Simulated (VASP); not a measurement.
# CoSn: input slips in a relaxation and what they do, part 2 of 2

Aim: see how common mistakes in a VASP relaxation show up, on CoSn. The starting structure is a computed structure from the Materials Project. The first relaxation on each setting starts from this cell expanded by 3 % in volume.

VASP 6.6.1.

Results so far: reference 16.38 Å³ an atom.

## 4. Relaxation with only the volume free (ISIF = 7)

Level of this step: PBEsol, spin-polarised from a ferromagnetic start; plane waves and PAW (Sn_d, Co) (VASP).

A slip made on purpose: only the volume free (ISIF = 7). Against step 2 the input has ISIF = 7 (also changed: NELM).

The input, INCAR:

```
SYSTEM = CoSn
PREC = Accurate
ENCUT = 450
EDIFF = 1E-06
NELM = 60
ISMEAR = 1
SIGMA = 0.15
LREAL = .FALSE.
ALGO = Normal
GGA = PS
NBANDS = 49
ISPIN = 2
MAGMOM = 0 0 0 2 2 2
LASPH = .TRUE.
LMAXMIX = 4
LORBIT = 11
LWAVE = .FALSE.
LCHARG = .FALSE.
KPAR = 8
IBRION = 2
NSW = 50
ISIF = 7
EDIFFG = -0.006
```

The input, POSCAR:

```
CoSn
1.0
    5.2979842952      0.0000000000      0.0000000000
   -2.6489921476      4.5881889885      0.0000000000
    0.0000000000      0.0000000000      4.2290542867
Sn Co
3 3
Direct
    0.0000000000      0.0000000000      0.0000000000
    0.3333333333      0.6666666667      0.5000000000
    0.6666666667      0.3333333333      0.5000000000
    0.5000000000      0.0000000000      0.0000000000
    0.5000000000      0.5000000000      0.0000000000
    0.0000000000      0.5000000000      0.0000000000
```

The input, KPOINTS:

```
Automatic mesh
0
Gamma
9 9 8
0 0 0
```

Potentials, in the order of the species: Sn_d and Co (PBE family, release 64).

Run with:

```console
$ mpirun -np 8 vasp_std
```

Log:

```text
[... set-up lines as in an earlier step ...]
 entering main loop
       N       E                     dE             d eps       ncg     rms          rms(c)
DAV:   1     0.662489033380E+03    0.66249E+03   -0.27707E+04 12169   0.204E+03
DAV:   2     0.671714822585E+02   -0.59532E+03   -0.56812E+03 11760   0.523E+02
DAV:   3    -0.339870971061E+02   -0.10116E+03   -0.97939E+02 12279   0.195E+02
DAV:   4    -0.391176206874E+02   -0.51305E+01   -0.51066E+01 13590   0.500E+01
[...]
DAV:  14    -0.368852928607E+02   -0.21454E-05   -0.28856E-05 14984   0.466E-02    0.120E-02
DAV:  15    -0.368852954012E+02   -0.25404E-05   -0.77853E-06 12643   0.283E-02    0.581E-03
DAV:  16    -0.368852953410E+02    0.60159E-07   -0.71895E-07  8138   0.654E-03
   1 F= -.36885295E+02 E0= -.36890142E+02  d E =-.368853E+02  mag=    -0.0000
[... from here on, the cycles between the ionic steps are left out ...]
   2 F= -.36865242E+02 E0= -.36869358E+02  d E =0.200535E-01  mag=    -0.0000
   3 F= -.36971652E+02 E0= -.36976164E+02  d E =-.863563E-01  mag=     0.0000
   4 F= -.36971643E+02 E0= -.36976149E+02  d E =-.863477E-01  mag=    -0.0000
   5 F= -.36971641E+02 E0= -.36976155E+02  d E =0.213432E-05  mag=    -0.0000
   6 F= -.36971657E+02 E0= -.36976167E+02  d E =-.136335E-04  mag=    -0.0000
[...]
reached required accuracy - stopping structural energy minimisation
```

Wall time 2.4 min (8 MPI ranks of Intel Xeon 6975P-C (Granite Rapids), shared host); peak memory 3.9 GiB; 19 min of CPU time.

From OUTCAR (step 4):

```text
  Total        0.0797231      0.0797231     -0.0661563     -0.0000000      0.0000000     -0.0000000
  in kB        1.2994477      1.2994477     -1.0783151     -0.0000000      0.0000000     -0.0000000
  external PRESSURE =       0.5068601 kB  Pullay stress =       0.0000000 kB

 POSITION                                       TOTAL-FORCE (eV/Angst)
 -----------------------------------------------------------------------------------
      0.00000      0.00000      0.00000         0.000000      0.000000      0.000000
     -0.00000      3.01345      2.08318        -0.000000      0.000000      0.000000
      2.60972      1.50672      2.08318         0.000000     -0.000000      0.000000
      2.60972      0.00000      0.00000         0.000000      0.000000      0.000000
      1.30486      2.26009      0.00000         0.000000      0.000000      0.000000
     -1.30486      2.26009      0.00000         0.000000      0.000000      0.000000
 -----------------------------------------------------------------------------------
    total drift:                               -0.000000      0.000000     -0.000000

  FREE ENERGIE OF THE ION-ELECTRON SYSTEM (eV)
  ---------------------------------------------------
  free  energy   TOTEN  =       -36.9716566280 eV

  energy  without entropy=      -36.9851866582  energy(sigma->0) =      -36.97616664

 magnetization (x)
# of ion       s       p       d       tot
------------------------------------------
    1        0.000   0.000   0.000   0.000
    2        0.000  -0.000   0.000   0.000
    3        0.000  -0.000   0.000   0.000
    4       -0.000  -0.000  -0.000  -0.000
    5       -0.000  -0.000  -0.000  -0.000
    6       -0.000  -0.000  -0.000  -0.000
--------------------------------------------------
tot          0.000  -0.000  -0.000  -0.000

[... 2 parts as in an earlier step ...]

[... 2 further parts left out ...]
[key lines of the parts left out:]
E-fermi :  10.1661
```

With only the volume free (ISIF = 7) the cell ends at 16.383 Å³ an atom, +0.02 % from the reference.

## 5. Relaxation with one electron too many

A slip made on purpose: one electron too many. Against step 2 the input has NELECT = 70 (also changed: NELM).

Changes to INCAR since step 4:

```diff
@@ -21,3 +21,4 @@
 NSW = 50
-ISIF = 7
+ISIF = 3
 EDIFFG = -0.006
+NELECT = 70
```

POSCAR is that of step 4.

KPOINTS is that of step 4.

Run with:

```console
$ mpirun -np 8 vasp_std
```

Log:

```text
[... set-up lines as in an earlier step ...]
 entering main loop
       N       E                     dE             d eps       ncg     rms          rms(c)
DAV:   1     0.686345690255E+03    0.68635E+03   -0.28380E+04 12169   0.209E+03
DAV:   2     0.797431948665E+02   -0.60660E+03   -0.58033E+03 11760   0.533E+02
DAV:   3    -0.229800678981E+02   -0.10272E+03   -0.99771E+02 12279   0.198E+02
DAV:   4    -0.281533242761E+02   -0.51733E+01   -0.51495E+01 13590   0.505E+01
DAV:   5    -0.283095364498E+02   -0.15621E+00   -0.15618E+00 16314   0.786E+00BRMIX: very serious problems
 the old and the new charge density differ
 old charge density:    69.00000 new   70.00000
BRMIX: very serious problems
 the old and the new charge density differ
 old charge density:    69.00000 new   70.00000
BRMIX: very serious problems
 the old and the new charge density differ
 old charge density:    69.00000 new   70.00000
BRMIX: very serious problems
 the old and the new charge density differ
 old charge density:    69.00000 new   70.00000
BRMIX: very serious problems
 the old and the new charge density differ
[...]
DAV:   8    -0.270246134226E+02    0.93949E-01   -0.15339E+00 14592   0.873E+00    0.271E+00
DAV:   9    -0.270502906008E+02   -0.25677E-01   -0.20863E-01 13758   0.464E+00    0.106E+00
[...]
DAV:  13    -0.270431194345E+02    0.17087E-04   -0.11193E-04 15085   0.985E-02    0.239E-02
DAV:  14    -0.270431172554E+02    0.21791E-05   -0.14670E-05 15860   0.331E-02    0.103E-02
DAV:  15    -0.270431177720E+02   -0.51665E-06   -0.20925E-06 10016   0.119E-02
   1 F= -.27043118E+02 E0= -.27044004E+02  d E =-.270431E+02  mag=     0.0003
[... from here on, the cycles between the ionic steps are left out ...]
   2 F= -.27337618E+02 E0= -.27338267E+02  d E =-.294500E+00  mag=    -0.0003
   3 F= -.27656441E+02 E0= -.27657007E+02  d E =-.613323E+00  mag=     0.0000
   4 F= -.27656381E+02 E0= -.27656952E+02  d E =-.613264E+00  mag=     0.0000
   5 F= -.27656488E+02 E0= -.27657114E+02  d E =-.106599E-03  mag=    -0.0000
   6 F= -.27656517E+02 E0= -.27657191E+02  d E =-.135220E-03  mag=     0.0000
   7 F= -.27656596E+02 E0= -.27657264E+02  d E =-.793505E-04  mag=     0.0000
 trial-energy change:   -0.000079  1 .order   -0.000074   -0.000164    0.000016
 step:   0.4801(harm=  0.4737)  dis= 0.00000  next Energy=   -27.656597 (dE=-0.799E-04)
 reached required accuracy - stopping structural energy minimisation
```

It took 3 min on 8 MPI ranks; peak memory 3.9 GiB; 24 min of CPU time.

Parts of OUTCAR (step 5):

```text
  Total       -0.0103819     -0.0103819     -0.0122987      0.0000000      0.0000000     -0.0000000
  in kB       -0.1421887     -0.1421887     -0.1684414      0.0000000      0.0000000     -0.0000000
  external PRESSURE =      -0.1509396 kB  Pullay stress =       0.0000000 kB

 POSITION                                       TOTAL-FORCE (eV/Angst)
 -----------------------------------------------------------------------------------
     -0.00000      0.00000      4.42846         0.000000      0.000000      0.000000
     -0.00000      3.18866      2.21423        -0.000000      0.000000      0.000000
      2.76146      1.59433      2.21423         0.000000     -0.000000     -0.000000
      2.76146      0.00000      4.42846         0.000000     -0.000000      0.000000
      1.38073      2.39149      4.42846         0.000000      0.000000      0.000000
     -1.38073      2.39149      4.42846         0.000000      0.000000      0.000000
 -----------------------------------------------------------------------------------
    total drift:                               -0.000000      0.000000      0.000000

  FREE ENERGIE OF THE ION-ELECTRON SYSTEM (eV)
  ---------------------------------------------------
  free  energy   TOTEN  =       -27.6565960537 eV

  energy  without entropy=      -27.6586003392  energy(sigma->0) =      -27.65726415

 magnetization (x)
# of ion       s       p       d       tot
------------------------------------------
    1       -0.000  -0.000  -0.000  -0.000
    2       -0.000  -0.000  -0.000  -0.000
    3       -0.000  -0.000  -0.000  -0.000
    4        0.000   0.000   0.000   0.000
    5        0.000   0.000   0.000   0.000
    6        0.000   0.000   0.000   0.000
--------------------------------------------------
tot          0.000  -0.000   0.000   0.000

[... 2 parts as in an earlier step ...]

[... 2 further parts left out ...]
[key lines of the parts left out:]
E-fermi :   8.3756
```

With one electron too many the cell ends at 19.497 Å³ an atom, +19.03 % from the reference.

## 6. Relaxation with a loose energy criterion for the relaxation

A slip made on purpose: a loose energy criterion for the relaxation. Against step 2 the input has EDIFFG = 0.1 (also changed: NELM).

Changes to INCAR since step 5:

```diff
@@ -22,3 +22,2 @@
 ISIF = 3
-EDIFFG = -0.006
-NELECT = 70
+EDIFFG = 0.1
```

POSCAR is that of step 5.

KPOINTS is that of step 5.

Run with:

```console
$ mpirun -np 8 vasp_std
```

Log:

```text
[... set-up lines as in an earlier step ...]
 entering main loop
       N       E                     dE             d eps       ncg     rms          rms(c)
[... 16 cycles as in an earlier step ...]
   1 F= -.36885295E+02 E0= -.36890142E+02  d E =-.368853E+02  mag=    -0.0000
[...]
N       E                     dE             d eps       ncg     rms          rms(c)
DAV:   1    -0.449916109328E+02   -0.81063E+01   -0.11290E+02 12974   0.110E+02    0.225E+01
DAV:   2    -0.501301954224E+02   -0.51386E+01   -0.57543E+01 13202   0.873E+01    0.278E+01
DAV:   3    -0.373665043469E+02    0.12764E+02   -0.41103E+01 13628   0.670E+01    0.612E+00
DAV:   4    -0.369848704117E+02    0.38163E+00   -0.31149E+00 14068   0.116E+01    0.326E+00
[...]
DAV:   9    -0.368652531772E+02    0.39536E-04   -0.13276E-04 14629   0.917E-02    0.114E-02
DAV:  10    -0.368652540623E+02   -0.88506E-06   -0.17064E-05 14310   0.310E-02    0.937E-03
DAV:  11    -0.368652536808E+02    0.38143E-06   -0.54265E-07  7068   0.749E-03
   2 F= -.36865254E+02 E0= -.36869368E+02  d E =0.200417E-01  mag=    -0.0000
 trial-energy change:    0.020042  1 .order    0.037188   -0.344045    0.418421
 step:   0.4849(harm=  0.4512)  dis= 0.00000  next Energy=   -36.970669 (dE=-0.854E-01)
[...]
N       E                     dE             d eps       ncg     rms          rms(c)
DAV:   1    -0.390485763587E+02   -0.21833E+01   -0.31779E+01 13114   0.673E+01    0.109E+01
DAV:   2    -0.404387282497E+02   -0.13902E+01   -0.21749E+01 13789   0.431E+01    0.142E+01
DAV:   3    -0.371901437055E+02    0.32486E+01   -0.80485E+00 13728   0.305E+01    0.364E+00
DAV:   4    -0.369888773513E+02    0.20127E+00   -0.60695E-01 15814   0.822E+00    0.824E-01
[...]
DAV:   8    -0.369716981418E+02    0.14191E-03   -0.18377E-04 12747   0.119E-01    0.193E-02
DAV:   9    -0.369716978266E+02    0.31515E-06   -0.16246E-05 13439   0.289E-02    0.114E-02
DAV:  10    -0.369716977966E+02    0.30003E-07   -0.13386E-06  7827   0.102E-02
   3 F= -.36971698E+02 E0= -.36976214E+02  d E =-.864025E-01  mag=     0.0000
[...]
reached required accuracy - stopping structural energy minimisation
```

Elapsed: 91 s, on 8 MPI ranks; peak memory 3.9 GiB.

From OUTCAR (step 6):

```text
  Total       -0.0436703     -0.0436703     -0.1002273      0.0000000     -0.0000000      0.0000000
  in kB       -0.7115831     -0.7115831     -1.6331468      0.0000000     -0.0000000      0.0000000
  external PRESSURE =      -1.0187710 kB  Pullay stress =       0.0000000 kB

 POSITION                                       TOTAL-FORCE (eV/Angst)
 -----------------------------------------------------------------------------------
     -0.00000      0.00000      4.16492         0.000000      0.000000      0.000000
     -0.00000      3.01444      2.08246         0.000000      0.000000     -0.000000
      2.61058      1.50722      2.08246        -0.000000     -0.000000      0.000000
      2.61058      0.00000      4.16492         0.000000      0.000000      0.000000
      1.30529      2.26083      4.16492         0.000000      0.000000      0.000000
     -1.30529      2.26083      4.16492         0.000000      0.000000      0.000000
 -----------------------------------------------------------------------------------
    total drift:                               -0.000000      0.000000      0.000000

  FREE ENERGIE OF THE ION-ELECTRON SYSTEM (eV)
  ---------------------------------------------------
  free  energy   TOTEN  =       -36.9716977966 eV

  energy  without entropy=      -36.9852467145  energy(sigma->0) =      -36.97621410

[... 3 parts as in an earlier step ...]

[... 2 further parts left out ...]
[key lines of the parts left out:]
E-fermi :  10.1616
```

With a loose energy criterion for the relaxation the cell ends at 16.388 Å³ an atom, +0.05 % from the reference.

## 7. Relaxation with spin polarisation switched off

A slip made on purpose: spin polarisation switched off. Against step 2 the input has no ISPIN and no MAGMOM (also changed: NBANDS and LMAXMIX). This run starts from the cell of an earlier relaxation, which isn't shown; the restart sets up the plane waves anew.

The input, INCAR:

```
SYSTEM = CoSn
PREC = Accurate
ENCUT = 450
EDIFF = 1E-06
NELM = 100
ISMEAR = 1
SIGMA = 0.15
LREAL = .FALSE.
ALGO = Normal
GGA = PS
NBANDS = 42
LASPH = .TRUE.
LORBIT = 11
LWAVE = .FALSE.
LCHARG = .FALSE.
KPAR = 8
IBRION = 2
NSW = 50
ISIF = 3
EDIFFG = -0.006
```

Changes to POSCAR since step 6:

```diff
@@ -2,5 +2,5 @@
 1.0
-    5.2979842952      0.0000000000      0.0000000000
-   -2.6489921476      4.5881889885      0.0000000000
-    0.0000000000      0.0000000000      4.2290542867
+    5.2211961157      0.0000000000      0.0000000000
+   -2.6105980579      4.5216884744      0.0000000000
+    0.0000000000      0.0000000000      4.1638628114
 Sn Co
```

KPOINTS is that of step 6.

Run with:

```console
$ mpirun -np 8 vasp_std
```

Log:

```text
[... set-up lines as in an earlier step ...]
 entering main loop
       N       E                     dE             d eps       ncg     rms          rms(c)
DAV:   1     0.661182083312E+03    0.66118E+03   -0.28958E+04  5090   0.240E+03
DAV:   2     0.612180367396E+02   -0.59996E+03   -0.58529E+03  5040   0.595E+02
DAV:   3    -0.351087535289E+02   -0.96327E+02   -0.93956E+02  5104   0.223E+02
DAV:   4    -0.399368087336E+02   -0.48281E+01   -0.47832E+01  5966   0.563E+01
[...]
DAV:  13    -0.369701040928E+02   -0.62600E-05   -0.51607E-05  5744   0.746E-02    0.118E-02
DAV:  14    -0.369701030748E+02    0.10180E-05   -0.23237E-06  4702   0.133E-02    0.559E-03
DAV:  15    -0.369701027981E+02    0.27667E-06   -0.10702E-06  3080   0.107E-02
   1 F= -.36970103E+02 E0= -.36974618E+02  d E =-.369701E+02
[...]
N       E                     dE             d eps       ncg     rms          rms(c)
DAV:   1    -0.369703747131E+02   -0.27164E-03   -0.49084E-03  5358   0.839E-01    0.127E-01
DAV:   2    -0.369705559524E+02   -0.18124E-03   -0.29348E-03  5740   0.586E-01    0.159E-01
DAV:   3    -0.369701250533E+02    0.43090E-03   -0.15724E-03  5720   0.424E-01    0.398E-02
DAV:   4    -0.369700990531E+02    0.26000E-04   -0.10330E-04  6458   0.107E-01    0.820E-03
DAV:   5    -0.369700990616E+02   -0.84729E-08   -0.96136E-06  5638   0.338E-02
   2 F= -.36970099E+02 E0= -.36974611E+02  d E =0.373653E-05
 trial-energy change:    0.000004  1 .order    0.000013   -0.000015    0.000041
 step:   0.5147(harm=  0.2716)  dis= 0.00000  next Energy=   -36.970108 (dE=-0.519E-05)
[...]
N       E                     dE             d eps       ncg     rms          rms(c)
DAV:   1    -0.369701699390E+02   -0.70886E-04   -0.11337E-03  5370   0.404E-01    0.609E-02
DAV:   2    -0.369702113479E+02   -0.41409E-04   -0.68003E-04  5742   0.283E-01    0.767E-02
DAV:   3    -0.369701121797E+02    0.99168E-04   -0.36394E-04  5710   0.204E-01    0.192E-02
DAV:   4    -0.369701057448E+02    0.64349E-05   -0.23849E-05  6406   0.516E-02    0.397E-03
DAV:   5    -0.369701049750E+02    0.76989E-06   -0.19294E-06  3176   0.162E-02
   3 F= -.36970105E+02 E0= -.36974619E+02  d E =-.217682E-05
[...]
reached required accuracy - stopping structural energy minimisation
```

Run time: 26 s. Hardware: 8 MPI ranks; peak memory 2.6 GiB; 3.3 min of CPU time.

OUTCAR, selected parts (step 7):

```text
  Total       -0.0033691     -0.0033691     -0.0117824      0.0000000      0.0000000      0.0000000
  in kB       -0.0549260     -0.0549260     -0.1920879      0.0000000      0.0000000      0.0000000
  external PRESSURE =      -0.1006467 kB  Pullay stress =       0.0000000 kB

 POSITION                                       TOTAL-FORCE (eV/Angst)
 -----------------------------------------------------------------------------------
      0.00000      0.00000      4.16320        -0.000000      0.000000      0.000000
     -0.00000      3.01428      2.08160        -0.000000     -0.000000      0.000000
      2.61044      1.50714      2.08160         0.000000      0.000000      0.000000
      2.61044      0.00000      4.16320        -0.000000      0.000000      0.000000
      1.30522      2.26071      4.16320        -0.000000      0.000000      0.000000
     -1.30522      2.26071      4.16320        -0.000000      0.000000      0.000000
 -----------------------------------------------------------------------------------
    total drift:                                0.000000      0.000000     -0.000000

  FREE ENERGIE OF THE ION-ELECTRON SYSTEM (eV)
  ---------------------------------------------------
  free  energy   TOTEN  =       -36.9701049750 eV

  energy  without entropy=      -36.9836468264  energy(sigma->0) =      -36.97461893

[... 1 part as in an earlier step ...]

[... 3 further parts left out ...]
[key lines of the parts left out:]
E-fermi :  10.1689
```

With spin polarisation switched off the cell ends at 16.379 Å³ an atom, -0.01 % from the reference.

## 8. The runs compared

```tsv
run	ended	volume (Å³/atom)	change (%)	pressure left (GPa)	core minutes
reference	converged	16.38	-	-0.01	38.5
a cutoff far too low	stopped by VASP	-	-	-	1.49
only the volume free (ISIF = 7)	converged	16.383	0.02	0.05	19.1
one electron too many	converged	19.497	19.03	-0.02	23.7
a loose energy criterion for the relaxation	converged	16.388	0.05	-0.1	12.1
spin polarisation switched off	converged	16.379	-0.01	-0.01	12.0
```

Core minutes are wall time times ranks, summed over the relaxations behind a row (those for a bulk modulus apart), on shared hosts.

## 9. What came out

```json
{
  "volume of the reference": "16.38 Å³/atom",
  "volume against the reference, only the volume free (ISIF = 7)": "+0.02 %",
  "volume against the reference, one electron too many": "+19.03 %",
  "volume against the reference, a loose energy criterion for the relaxation": "+0.05 %",
  "volume against the reference, spin polarisation switched off": "-0.01 %",
  "run with a cutoff far too low": "stopped by VASP"
}
```

In words: VASP stopped by itself in the run with a cutoff far too low. Finished, but with signs in the output that stand out against the reference: only the volume free (ISIF = 7), with the volume changed by less than 0.1 % (signs: a stress of up to 0.1 GPa); one electron too many, with the volume changed by +19.0 % (signs: a warning on the charge density and 15.7 GPa at the first ionic step (of the first relaxations, not shown; reference: -5.9 GPa)); a loose energy criterion for the relaxation, with the volume changed by less than 0.1 % (signs: a stress of up to 0.2 GPa). Little came of spin polarisation switched off in this material. The reference holds hardly any moment itself, so leaving spin out changes little against it; other magnetic starts weren't tried. The reference was restarted once and some of the runs with a slip weren't, so their cells may not have settled fully. Further runs on this material are not shown.

[Lines on the potential files, build, host, timing and source positions are cut from VASP's logs without a mark.]

[Logs are printed without paths, hosts, clocks, repeated set-up lines and the standing remarks that a program may print on its own settings, such as how far it seeks lower states.]

[Hosts, paths, dates, database ids (printed as entryN), source tags and the programs' standing remarks are cut or masked in the printed files.]
